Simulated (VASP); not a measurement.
Input:

```yaml
crystal:
  lattice:
    - [0.00000, 3.06000, 3.06000]
    - [3.06000, 0.00000, 3.06000]
    - [3.06000, 3.06000, 0.00000]
  atoms:
    - { symbol: Li, position: [0.25000, 0.25000, 0.25000] }
    - { symbol: Li, position: [0.75000, 0.75000, 0.75000] }
    - { symbol: Se, position: [0.00000, 0.00000, 0.00000] }
```

All values below come from PBE GGA, VASP's PBE PAW potentials (set 64) (plane waves; VASP). Run with 520 eV cut-off, 6×6×6 Γ-centred mesh, second-order Methfessel-Paxton smearing of 0.50 eV, potentials Li_sv Se.

Give the stress tensor in GPa (positive for a compressed cell).

```
-1.74   0.00   0.00
 0.00  -1.74   0.00
 0.00   0.00  -1.74
```
The pressure is its mean diagonal, -1.74 GPa.

The compound is Li2Se in the antifluorite structure. The cell was not relaxed at this level. The run is one of a series of settings (ISMEAR = 2, SIGMA = 0.5 against the base run), some of them coarse on purpose.
